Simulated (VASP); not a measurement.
These are eigenvalue-self-consistent GW0 on PBE orbitals, VASP's PBE PAW potentials (set 64) (plane waves; VASP) values and carry that method's errors.

VASP input:

### POSCAR
```
CaO
1
    0.0000000000     2.4050000000     2.4050000000
    2.4050000000     0.0000000000     2.4050000000
    2.4050000000     2.4050000000     0.0000000000
Ca O
1 1
Direct
  0.0000000000   0.0000000000   0.0000000000
  0.5000000000   0.5000000000   0.5000000000
```

File KPOINTS:
```
Automatic
0
Gamma
 4 4 4
0 0 0
```

### INCAR
```
! general
SYSTEM     =CaO
PREC       =Normal
ENCUT      =500
LREAL      =.FALSE.
LASPH      =.TRUE.
NBANDS     =160

! electronic loop
ALGO       =EVGW0

! smearing
ISMEAR     =0
SIGMA      =0.01

! functional
GGA        =PE

! output
LWAVE      =.FALSE.
LCHARG     =.FALSE.

! other
NELMGW     =4
NOMEGA     =64
ENCUTGW    =200
NBANDSGW   =16
LSPECTRALGW=.TRUE.
```

POTCAR, in this order: Ca_sv_GW O_GW_new (PBE.64 set). Program: vasp_std. Read from the step before: WAVECAR, WAVEDER.

Output

OUTCAR:
```
 ion  position               nearest neighbor table
   1  0.000  0.000  0.000-   2 2.40   2 2.40   2 2.40   2 2.40   2 2.40   2 2.40
   2  0.500  0.500  0.500-   1 2.40   1 2.40   1 2.40   1 2.40   1 2.40   1 2.40
  LATTYP: Found a face centered cubic cell.
 ALAT       =     4.8100000000
 Subroutine PRICEL returns:
 Original cell was already a primitive cell.
 Subroutine GETGRP returns: Found 48 space group operations
The static configuration has the point symmetry O_h .
The dynamic configuration has the point symmetry O_h .
 Subroutine INISYM returns: Found 48 space group operations
 Subroutine IBZKPT returns following result:
 Found      8 irreducible k-points:

 Following reciprocal coordinates:
            Coordinates               Weight
  0.000000  0.000000  0.000000      1.000000
  0.250000  0.000000  0.000000      8.000000
  0.500000  0.000000  0.000000      4.000000
  0.250000  0.250000  0.000000      6.000000
  0.500000  0.250000  0.000000     24.000000
 -0.250000  0.250000  0.000000     12.000000
  0.500000  0.500000  0.000000      3.000000
 -0.250000  0.500000  0.250000      6.000000
 Subroutine IBZKPT_HF returns following result:
   k-points           NKPTS =      8   k-points in BZ     NKDIM =     64   number of bands    NBANDS=    160
   number of dos      NEDOS =    301   number of ions     NIONS =      2
   total plane-waves  NPLWV =   8000
   dimension x,y,z NGX =    20 NGY =   20 NGZ =   20
   dimension x,y,z NGXF=    40 NGYF=   40 NGZF=   40
   ions per type =               1   1
   PREC   = normal    normal or accurate (medium, high low for compatibility)
   ISTART =      1    job   : 0-new  1-cont  2-samecut
   ICHARG =      0    charge: 1-file 2-atom 10-const
   ISPIN  =      1    spin polarized calculation?
   LNONCOLLINEAR =      F non collinear calculations
   LSORBIT =      F    spin-orbit coupling
   INIWAV =      1    electr: 0-lowe 1-rand  2-diag
   ENCUT  =  500.0 eV  36.75 Ry    6.06 a.u.   6.20  6.20  6.20*2*pi/ulx,y,z
   NELM   =     60;   NELMIN=  2; NELMDL=  0     # of ELM steps
...
```

**OSZICAR**
```
energies w=
    0.000    0.000    0.979    0.000    1.957    0.000    2.930    0.000
    3.896    0.000    4.854    0.000    5.803    0.000    6.741    0.000
    7.667    0.000    8.581    0.000    9.483    0.000   10.372    0.000
   11.248    0.000   12.113    0.000   12.968    0.000   13.812    0.000
   14.647    0.000   15.475    0.000   16.297    0.000   17.113    0.000
   17.927    0.000   18.739    0.000   19.551    0.000   20.365    0.000
   21.184    0.000   22.008    0.000   22.841    0.000   23.685    0.000
   24.542    0.000   25.415    0.000   26.307    0.000   27.221    0.000
   28.160    0.000   29.130    0.000   30.133    0.000   31.175    0.000
   32.261    0.000   33.398    0.000   34.592    0.000   35.852    0.000
   37.186    0.000   38.606    0.000   40.124    0.000   41.755    0.000
   43.517    0.000   45.430    0.000   47.521    0.000   49.819    0.000
   52.363    0.000   55.199    0.000   58.389    0.000   62.006    0.000
   66.150    0.000   70.949    0.000   76.576    0.000   83.271    0.000
   91.372    0.000  101.371    0.000  114.022    0.000  130.525    0.000
  152.934    0.000  185.058    0.000  234.865    0.000  322.290    0.000
NQ=   1    0.0000    0.0000    0.0000,
 performed        196000 updates of chi_q(r,r)
NQ=   2    0.2500    0.0000    0.0000,
 performed        576000 updates of chi_q(r,r)
NQ=   3    0.5000    0.0000    0.0000,
 performed        864000 updates of chi_q(r,r)
NQ=   4    0.2500    0.2500    0.0000,
 performed       1209000 updates of chi_q(r,r)
NQ=   5    0.5000    0.2500    0.0000,
 performed       1671000 updates of chi_q(r,r)
NQ=   6   -0.2500    0.2500    0.0000,
 performed       2082000 updates of chi_q(r,r)
NQ=   7    0.5000    0.5000    0.0000,
 performed       2350000 updates of chi_q(r,r)
NQ=   8   -0.2500    0.5000    0.2500,
 performed       2700000 updates of chi_q(r,r)
 resolving degeneracies of screened two electron integrals
NQ=   1    0.0000    0.0000    0.0000,
 performed        196000 updates of chi_q(r,r)
NQ=   2    0.2500    0.0000    0.0000,
 performed        576000 updates of chi_q(r,r)
NQ=   3    0.5000    0.0000    0.0000,
 performed        864000 updates of chi_q(r,r)
NQ=   4    0.2500    0.2500    0.0000,
 performed       1209000 updates of chi_q(r,r)
NQ=   5    0.5000    0.2500    0.0000,
 performed       1671000 updates of chi_q(r,r)
NQ=   6   -0.2500    0.2500    0.0000,
 performed       2082000 updates of chi_q(r,r)
NQ=   7    0.5000    0.5000    0.0000,
 performed       2350000 updates of chi_q(r,r)
NQ=   8   -0.2500    0.5000    0.2500,
 performed       2700000 updates of chi_q(r,r)
 resolving degeneracies of screened two electron integrals
NQ=   1    0.0000    0.0000    0.0000,
 performed        196000 updates of chi_q(r,r)
NQ=   2    0.2500    0.0000    0.0000,
 performed        576000 updates of chi_q(r,r)
NQ=   3    0.5000    0.0000    0.0000,
 performed        864000 updates of chi_q(r,r)
NQ=   4    0.2500    0.2500    0.0000,
 performed       1209000 updates of chi_q(r,r)
NQ=   5    0.5000    0.2500    0.0000,
 performed       1671000 updates of chi_q(r,r)
NQ=   6   -0.2500    0.2500    0.0000,
 performed       2082000 updates of chi_q(r,r)
NQ=   7    0.5000    0.5000    0.0000,
 performed       2350000 updates of chi_q(r,r)
NQ=   8   -0.2500    0.5000    0.2500,
 performed       2700000 updates of chi_q(r,r)
 resolving degeneracies of screened two electron integrals
NQ=   1    0.0000    0.0000    0.0000,
 performed        196000 updates of chi_q(r,r)
NQ=   2    0.2500    0.0000    0.0000,
 performed        576000 updates of chi_q(r,r)
NQ=   3    0.5000    0.0000    0.0000,
 performed        864000 updates of chi_q(r,r)
NQ=   4    0.2500    0.2500    0.0000,
 performed       1209000 updates of chi_q(r,r)
NQ=   5    0.5000    0.2500    0.0000,
 performed       1671000 updates of chi_q(r,r)
NQ=   6   -0.2500    0.2500    0.0000,
 performed       2082000 updates of chi_q(r,r)
NQ=   7    0.5000    0.5000    0.0000,
 performed       2350000 updates of chi_q(r,r)
NQ=   8   -0.2500    0.5000    0.2500,
 performed       2700000 updates of chi_q(r,r)
 resolving degeneracies of screened two electron integrals
```

### OUTCAR
```


 k-point   1 :       0.0000    0.0000    0.0000
  band No. old QP-enery  QP-energies   sigma(KS)   T+V_ion+V_H  V^pw_x(r,r')   Z            occupation Imag(sigma)

      1     -35.1089     -35.1751     -23.2208     -11.9938     -34.4126       0.6261       2.0000       0.8815
      2     -16.3992     -16.4275     -23.2006       6.7638     -28.1158       0.7534       2.0000       0.2739
      3     -16.3992     -16.4275     -23.2006       6.7638     -28.1158       0.7534       2.0000       0.2739
      4     -16.3992     -16.4275     -23.2006       6.7638     -28.1158       0.7534       2.0000       0.2739
      5     -12.9424     -12.9826     -21.7237       8.7190     -30.6765       0.6455       2.0000       0.8894
      6       3.6476       3.6357     -20.5610      24.1926     -24.5145       0.7482       2.0000       0.1605
      7       3.6476       3.6357     -20.5610      24.1926     -24.5145       0.7482       2.0000       0.1605
      8       3.6476       3.6357     -20.5610      24.1926     -24.5145       0.7482       2.0000       0.1605
      9      10.4768      10.4797     -10.0591      20.5394      -6.1462       0.8257       0.0000      -0.1000
     10      13.4949      13.5033     -11.3663      24.8718      -6.5613       0.7993       0.0000      -0.1433
     11      13.4949      13.5033     -11.3663      24.8718      -6.5613       0.7993       0.0000      -0.1433
     12      13.4949      13.5033     -11.3663      24.8718      -6.5613       0.7993       0.0000      -0.1433
     13      15.4627      15.4738     -12.8464      28.3230      -7.9884       0.7977       0.0000      -0.1386
     14      15.4627      15.4738     -12.8464      28.3230      -7.9884       0.7977       0.0000      -0.1386
     15      20.3193      20.3225      -6.4676      26.7906      -1.4296       0.8547       0.0000      -0.5568
     16      30.2004      30.1967     -11.4783      41.6742      -5.1529       0.8084       0.0000      -1.2348

 k-point   2 :       0.2500    0.0000    0.0000
  band No. old QP-enery  QP-energies   sigma(KS)   T+V_ion+V_H  V^pw_x(r,r')   Z            occupation Imag(sigma)

      1     -35.0532     -35.1182     -23.2678     -11.8891     -34.4536       0.6278       2.0000       0.8742
      2     -16.8929     -16.9257     -22.3271       5.3889     -28.0236       0.7237       2.0000       0.4335
      3     -16.4228     -16.4511     -23.1640       6.7035     -28.0773       0.7529       2.0000       0.2640
      4     -16.4228     -16.4511     -23.1640       6.7035     -28.0773       0.7529       2.0000       0.2640
      5     -12.3414     -12.3798     -22.6217      10.2220     -30.8410       0.6584       2.0000       0.7624
      6       1.9486       1.9358     -18.1324      20.0638     -21.9902       0.7437       2.0000       0.1917
      7       2.9786       2.9664     -19.6809      22.6432     -23.6065       0.7463       2.0000       0.1707
      8       2.9786       2.9664     -19.6809      22.6432     -23.6065       0.7463       2.0000       0.1707
      9      13.1769      13.1845     -11.1718      24.3582      -6.5575       0.8006       0.0000      -0.1383
     10      12.8834      12.8876     -11.9070      24.7957      -7.8719       0.8040       0.0000      -0.1173
     11      14.6598      14.6697     -12.0826      26.7550      -7.0283       0.7839       0.0000      -0.1709
     12      14.6598      14.6697     -12.0826      26.7550      -7.0283       0.7839       0.0000      -0.1709
     13      16.8654      16.8783     -14.0673      30.9494      -8.9626       0.7734       0.0000      -0.1688
     14      16.8654      16.8783     -14.0673      30.9494      -8.9626       0.7734       0.0000      -0.1688
     15      22.6596      22.6677     -10.2501      32.9199      -4.4720       0.7968       0.0000      -0.6706
     16      26.5186      26.5183     -10.4043      36.9226      -4.5250       0.8274       0.0000      -0.8060

 k-point   3 :       0.5000    0.0000    0.0000
  band No. old QP-enery  QP-energies   sigma(KS)   T+V_ion+V_H  V^pw_x(r,r')   Z            occupation Imag(sigma)

      1     -34.9962     -35.0606     -23.3159     -11.7821     -34.4962       0.6321       2.0000       0.8661
      2     -17.3056     -17.3403     -21.8242       4.4699     -27.8905       0.7126       2.0000       0.5193
      3     -16.4461     -16.4745     -23.1285       6.6445     -28.0400       0.7515       2.0000       0.2540
      4     -16.4461     -16.4745     -23.1285       6.6445     -28.0400       0.7515       2.0000       0.2540
      5     -11.8362     -11.8731     -23.1893      11.2976     -31.0670       0.6637       2.0000       0.6839
      6       0.7208       0.7069     -17.0255      17.7274     -21.0836       0.7332       2.0000       0.2415
      7       2.4108       2.3979     -19.1358      21.5292     -23.1258       0.7395       2.0000       0.1855
      8       2.4108       2.3979     -19.1358      21.5292     -23.1258       0.7395       2.0000       0.1855
      9      14.1954      14.2036     -13.7489      27.9549      -9.0651       0.7704       0.0000      -0.1658
     10      16.1604      16.1723     -13.3108      29.4869      -7.8673       0.7598       0.0000      -0.2267
     11      16.1604      16.1723     -13.3108      29.4869      -7.8673       0.7598       0.0000      -0.2267
     12      14.2046      14.2101      -9.0937      23.3051      -4.7919       0.8150       0.0000      -0.1312
     13      18.6507      18.6664     -15.3187      33.9905      -9.6408       0.7459       0.0000      -0.2476
     14      18.6507      18.6664     -15.3187      33.9905      -9.6408       0.7459       0.0000      -0.2476
     15      21.3271      21.3378     -13.2094      34.5507      -7.1640       0.7569       0.0000      -0.5139
     16      22.6954      22.6982      -8.8479      31.5466      -3.7435       0.8195       0.0000      -0.3778

 k-point   4 :       0.2500    0.2500    0.0000
  band No. old QP-enery  QP-energies   sigma(KS)   T+V_ion+V_H  V^pw_x(r,r')   Z            occupation Imag(sigma)

      1     -35.0373     -35.1021     -23.2841     -11.8562     -34.4668       0.6293       2.0000       0.8780
      2     -16.8172     -16.8491     -22.4651       5.6043     -27.9724       0.7298       2.0000       0.3920
      3     -16.5224     -16.5513     -23.0776       6.5167     -28.0183       0.7497       2.0000       0.2873
      4     -16.5224     -16.5513     -23.0776       6.5167     -28.0183       0.7497       2.0000       0.2873
      5     -12.4508     -12.4900     -22.4617       9.9509     -30.8681       0.6528       2.0000       0.7776
      6       1.7913       1.7781     -18.4048      20.1783     -22.4340       0.7386       2.0000       0.2028
      7       3.3040       3.2918     -20.1305      23.4181     -24.0716       0.7458       2.0000       0.1646
      8       3.3040       3.2918     -20.1305      23.4181     -24.0716       0.7458       2.0000       0.1646
      9      11.4618      11.4682     -10.2329      21.7026      -5.8255       0.8155       0.0000      -0.1197
     10      12.9245      12.9298     -11.1027      24.0337      -6.8218       0.8116       0.0000      -0.1187
     11      15.7530      15.7642     -12.8539      28.6214      -7.5574       0.7699       0.0000      -0.2041
     12      15.7530      15.7642     -12.8539      28.6214      -7.5574       0.7699       0.0000      -0.2041
     13      16.1588      16.1711     -13.1848      29.3592      -8.1741       0.7881       0.0000      -0.1493
     14      17.6026      17.6151     -14.7162      32.3352      -9.4840       0.7596       0.0000      -0.2248
     15      24.1946      24.2018     -10.0144      34.2180      -4.0977       0.8028       0.0000      -0.8398
     16      25.0999      25.1047     -10.3495      35.4555      -4.5780       0.7951       0.0000      -0.5735

 k-point   5 :       0.5000    0.2500    0.0000
  band No. old QP-enery  QP-energies   sigma(KS)   T+V_ion+V_H  V^pw_x(r,r')   Z            occupation Imag(sigma)

      1     -34.9842     -35.0473     -23.3321     -11.7512     -34.5086       0.6370       2.0000       0.8765
      2     -17.0785     -17.1114     -22.2080       5.0841     -27.8540       0.7243       2.0000       0.4394
      3     -16.6696     -16.6990     -22.8971       6.1881     -27.8837       0.7460       2.0000       0.2987
      4     -16.5482     -16.5771     -23.0422       6.4554     -27.9830       0.7491       2.0000       0.2788
      5     -12.2368     -12.2748     -22.6883      10.3936     -30.9846       0.6562       2.0000       0.7476
      6       1.6106       1.5975     -18.1202      19.7130     -22.1094       0.7409       2.0000       0.2047
      7       2.4576       2.4449     -19.1344      21.5749     -23.0792       0.7437       2.0000       0.1807
      8       2.7912       2.7787     -19.6223      22.3968     -23.6004       0.7454       2.0000       0.1753
      9      12.1183      12.1247     -11.1774      23.3037      -6.8106       0.8054       0.0000      -0.1249
     10      14.9603      14.9691     -12.7607      27.7323      -7.9011       0.7782       0.0000      -0.1755
     11      16.5432      16.5550     -13.6591      30.2177      -8.4707       0.7721       0.0000      -0.1883
     12      16.8177      16.8306     -13.5112      30.3460      -7.9224       0.7542       0.0000      -0.2504
     13      17.7969      17.8115     -14.3803      32.1964      -8.9535       0.7620       0.0000      -0.2017
     14      18.7194      18.7310     -12.8276      31.5622      -7.3539       0.7638       0.0000      -0.3067
     15      20.7094      20.7168     -11.1706      31.8895      -5.7105       0.7857       0.0000      -0.3631
     16      22.9592      22.9676     -11.2925      34.2624      -5.4307       0.7819       0.0000      -0.5717

 k-point   6 :      -0.2500    0.2500    0.0000
  band No. old QP-enery  QP-energies   sigma(KS)   T+V_ion+V_H  V^pw_x(r,r')   Z            occupation Imag(sigma)

      1     -34.9990     -35.0636     -23.3164     -11.7848     -34.4951       0.6318       2.0000       0.8729
      2     -17.0535     -17.0868     -22.1363       5.0366     -27.9595       0.7208       2.0000       0.4586
      3     -16.6872     -16.7169     -22.8983       6.1713     -27.8741       0.7446       2.0000       0.3068
      4     -16.4490     -16.4776     -23.1272       6.6401     -28.0410       0.7507       2.0000       0.2555
      5     -12.1006     -12.1376     -22.8929      10.7363     -30.9956       0.6623       2.0000       0.7170
...
```
(Selected blocks of OUTCAR.)

The mesh is coarse and the basis finite, so the quasiparticle values are not converged.

The compound is CaO in the rock salt structure. The cell was not relaxed at this level. The k-mesh is coarse (spacing up to 0.57 per Å, 2π included), so the numbers may not be converged in it.
